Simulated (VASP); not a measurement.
Calculation: SCAN meta-GGA, VASP's PBE PAW potentials (set 64) (plane waves; VASP).

A VASP calculation is set up with these files.

KPOINTS:
```
Automatic mesh
0
Gamma
8 8 8
0 0 0
```

POSCAR:
```
Cs
1
   -3.0585976130     3.0585976130     3.0585976130
    3.0585976130    -3.0585976130     3.0585976130
    3.0585976130     3.0585976130    -3.0585976130
Cs
1
Direct
  0.0000000000   0.0000000000   1.0000000000
```

INCAR:
```
SYSTEM=Cs
PREC=Accurate; ENCUT=520; LREAL=.False.
LASPH=.True.
EDIFF=1E-7; NELM=100; ALGO=Normal
LMAXMIX=4; LMIXTAU=.True.
ISMEAR=1; SIGMA=0.1
METAGGA=SCAN
ISIF=2
LWAVE=.False.; LCHARG=.False.
```

POTCAR, in this order: Cs_sv (PBE.64 set). Program: vasp_std.

Unless said otherwise, spin-orbit coupling is left out, though it shifts the bands of the heavy elements here.

Task: Predict the energy per atom (σ→0), band gap (on the k-mesh).

Result: 
The energy per atom (σ→0) is -37776 meV/atom. The band gap (on the k-mesh) is none (metal, semimetal or under 0.01 eV).

**OSZICAR**
```
...
DAV:  56    -0.377773191529E+02   -0.13206E-05   -0.13102E-05   464   0.358E-02    0.598E-04
DAV:  57    -0.377773187987E+02    0.35415E-06   -0.77261E-07   528   0.123E-02    0.473E-04
DAV:  58    -0.377773186505E+02    0.14821E-06   -0.58770E-07   472   0.123E-02    0.397E-04
DAV:  59    -0.377773184652E+02    0.18533E-06   -0.52840E-07   480   0.113E-02    0.321E-04
DAV:  60    -0.377773180670E+02    0.39820E-06   -0.86005E-07   464   0.128E-02    0.203E-04
DAV:  61    -0.377773177853E+02    0.28165E-06   -0.95647E-07   464   0.136E-02    0.969E-05
DAV:  62    -0.377773178232E+02   -0.37906E-07   -0.25308E-07   512   0.795E-03
   1 F= -.37777318E+02 E0= -.37776356E+02  d E =-.288419E-02
```

The compound is Cs in the bcc structure. This cell is one point of a volume scan, at 0.94 of the reference volume.
